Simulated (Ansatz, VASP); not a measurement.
## Y4Be in VASP and in Ansatz

```
CELL_PARAMETERS angstrom
-3.32799 3.32799 3.32799
3.32799 -3.32799 3.32799
3.32799 3.32799 -3.32799
ATOMIC_POSITIONS crystal
Y 0.50000 0.50000 0.50000
Y 0.00000 0.00000 0.50000
Y 0.00000 0.50000 0.00000
Y 0.50000 0.00000 0.00000
Be 0.00000 0.00000 0.00000
```

Alike in both runs: task relaxation of cell and atoms; functional PBE; k mesh 8 × 8 × 8; occupations gaussian, width 0.1 eV; no spin polarisation.

|  | VASP | Ansatz |
| --- | --- | --- |
| version | VASP 6.6.1 | Ansatz 0.2.0 |
| potentials or method | VASP PAW PBE potentials, release 64 (Y_sv, Be) | scalar-relativistic, plane waves, PAW |
| plane-wave cutoff (eV) | 600 | 420 |
| valence electrons in the cell | 46 | 46 |

```csv
,VASP,Ansatz,Ansatz less VASP
"gap on the k mesh at the Fermi level, each at its own relaxed structure (eV)",none,none,-
relaxed volume (Å³/atom),29.57,29.62,+0.047
relaxed cell length with the largest relative difference (Å),5.770,5.773,+0.0030
```

A gap of «none» marks a metal or a gap that the smearing closes.
